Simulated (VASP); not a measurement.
Level of theory: revTPSS meta-GGA, VASP's PBE PAW potentials (set 64) (plane waves; VASP).

A VASP calculation is set up with these files.

### INCAR
```
! general
SYSTEM   =  CaO
PREC     =  Accurate
ENCUT    =  520
LREAL    =  .FALSE.
LASPH    =  .TRUE.   ! aspherical one-centre terms

! electronic loop
EDIFF    =  1E-7   ! SCF stop (eV)
NELM     =  100
ALGO     =  Normal   ! blocked Davidson
LMIXTAU  =  .TRUE.

! smearing
ISMEAR   =  0   ! Gaussian
SIGMA    =  0.05   ! width (eV)

! functional
METAGGA  =  RTPSS

! ions
ISIF     =  2

! output
LWAVE    =  .FALSE.
LCHARG   =  .FALSE.
```

File KPOINTS:
```
kpoints
0
gamma
9 9 9
0 0 0
```

### POSCAR
```
CaO
3.3432380
  0.0000000000   0.7071066929   0.7071066929
  0.7071066929   0.0000000000   0.7071066929
  0.7071066929   0.7071066929   0.0000000000
Ca O
1 1
direct
  0.0000000000   0.0000000000   0.0000000000
  0.5000000000   0.5000000000   0.5000000000
```

POTCAR, in this order: Ca_sv O (PBE.64 set). Program: vasp_std.

The resulting files:

### OSZICAR
```
       N       E                     dE             d eps       ncg     rms          rms(c)
DAV:   1     0.310344094322E+03    0.31034E+03   -0.61628E+06   840   0.117E+07
DAV:   2    -0.260725538434E+04   -0.29176E+04   -0.25857E+04  1480   0.113E+03
DAV:   3    -0.369866131704E+04   -0.10914E+04   -0.38343E+04  1384   0.152E+03
DAV:   4    -0.153231271716E+03    0.35454E+04   -0.24300E+03  1540   0.825E+02
DAV:   5    -0.742741113341E+03   -0.58951E+03   -0.76389E+03  1508   0.140E+02    0.992E+00
DAV:   6    -0.163157395439E+02    0.72643E+03   -0.35466E+02   988   0.134E+02    0.144E+01
DAV:   7    -0.163960114471E+02   -0.80272E-01   -0.14175E+01  1032   0.343E+01    0.107E+01
DAV:   8    -0.174745800100E+02   -0.10786E+01   -0.11393E+00   996   0.949E+00    0.128E+01
DAV:   9    -0.146457125998E+02    0.28289E+01   -0.21237E+01   972   0.450E+01    0.281E+00
DAV:  10    -0.147380951710E+02   -0.92383E-01   -0.17662E+00   960   0.143E+01    0.820E-01
DAV:  11    -0.147317533007E+02    0.63419E-02   -0.23124E-01  1276   0.474E+00    0.654E-01
DAV:  12    -0.147348968221E+02   -0.31435E-02   -0.31834E-02   968   0.213E+00    0.238E-01
DAV:  13    -0.147390707904E+02   -0.41740E-02   -0.41411E-03  1216   0.831E-01    0.213E-01
DAV:  14    -0.147382877097E+02    0.78308E-03   -0.41962E-03  1028   0.652E-01    0.231E-02
DAV:  15    -0.147385232341E+02   -0.23552E-03   -0.31374E-04  1136   0.200E-01    0.337E-02
DAV:  16    -0.147385247713E+02   -0.15372E-05   -0.10653E-04  1152   0.967E-02    0.124E-02
DAV:  17    -0.147385172196E+02    0.75517E-05   -0.23961E-05  1244   0.491E-02    0.516E-03
DAV:  18    -0.147385245219E+02   -0.73023E-05   -0.29902E-06  1348   0.150E-02    0.371E-03
DAV:  19    -0.147385226922E+02    0.18297E-05   -0.58963E-07   920   0.849E-03    0.168E-03
DAV:  20    -0.147385251480E+02   -0.24557E-05   -0.12066E-07   580   0.550E-03    0.897E-04
DAV:  21    -0.147385246330E+02    0.51496E-06   -0.22042E-08   444   0.229E-03    0.520E-04
DAV:  22    -0.147385249484E+02   -0.31537E-06   -0.12518E-08   436   0.124E-03    0.273E-04
DAV:  23    -0.147385247651E+02    0.18324E-06   -0.50967E-09   440   0.807E-04    0.823E-05
DAV:  24    -0.147385248803E+02   -0.11516E-06   -0.35788E-09   428   0.626E-04    0.346E-05
DAV:  25    -0.147385248307E+02    0.49572E-07   -0.14254E-09   432   0.370E-04
   1 F= -.14738525E+02 E0= -.14738525E+02  d E =-.836899E-17
```

File OUTCAR:
```
------------------------ aborting loop because EDIFF is reached ----------------------------------------
  FORCE on cell =-STRESS in cart. coord.  units (eV):
  Direction    XX          YY          ZZ          XY          YZ          ZX
  --------------------------------------------------------------------------------------
  Total        1.3054972      1.3054972      1.3054972      0.0000000     -0.0000000     -0.0000000
  in kB       79.1589114     79.1589114     79.1589114      0.0000000     -0.0000000     -0.0000000
  external PRESSURE =      79.1589114 kB  Pullay stress =       0.0000000 kB
  volume of cell :       26.42
      direct lattice vectors                 reciprocal lattice vectors
     0.000000000  2.364025966  2.364025966    -0.211503599  0.211503599  0.211503599
     2.364025966  0.000000000  2.364025966     0.211503599 -0.211503599  0.211503599
     2.364025966  2.364025966  0.000000000     0.211503599  0.211503599 -0.211503599
  FREE ENERGIE OF THE ION-ELECTRON SYSTEM (eV)
  ---------------------------------------------------
  free  energy   TOTEN  =       -14.7385248307 eV

  energy  without entropy=      -14.7385248307  energy(sigma->0) =      -14.73852483
```
(Selected blocks of OUTCAR.)

The compound is CaO in the rock salt structure. This cell is one point of a volume scan, at 0.94 of the reference volume.
